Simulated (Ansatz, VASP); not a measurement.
TaGa2: VASP beside Ansatz

```
Ta Ga
1.0
     0.00000    2.92375    2.92375
     2.92375    0.00000    2.92375
     2.92375    2.92375    0.00000
Ta Ga
1 2
Direct
  0.00000 0.00000 0.00000
  0.25000 0.25000 0.25000
  0.75000 0.75000 0.75000
```

Change from the starting cell: species swapped into the NdH2 type (Fm-3m, No. 225).

Alike in both runs: task relaxation of cell and atoms; functional PBE; k mesh 6 × 6 × 6; occupations gaussian, width 0.1 eV; no spin polarisation.

|  | VASP | Ansatz |
| --- | --- | --- |
| version | VASP 6.6.1 | Ansatz 0.2.0 |
| potentials or method | VASP PAW PBE potentials, release 64 (Ta_pv, Ga_d) | scalar-relativistic, plane waves, PAW |
| plane-wave cutoff (eV) | 600 | 420 |
| valence electrons in the cell | 37 | 39 |

Ansatz gave:

| Item | Value |
| --- | --- |
| gap on the k mesh at the Fermi level, each at its own relaxed structure (eV) | none |
| relaxed volume (Å³/atom) | 20.14 |
| relaxed cell length with the largest relative difference (Å) | 4.405 |
| energy change over the relaxation (meV/atom) | -248 |

Q: Estimate VASP's values.

A: gap on the k mesh at the Fermi level, each at its own relaxed structure (eV): none; relaxed volume (Å³/atom): 20.19; relaxed cell length with the largest relative difference (Å): 4.408; energy change over the relaxation (meV/atom): -252.

A gap of «none» marks a metal or a gap that the smearing closes. The two sets of potentials don't hold the same shells in valence.

Caveats: the volume moved by over 15 % at a fixed basis, so the end points are rough (VASP). Spin-orbit coupling is left out, which matters for the levels of Ta.
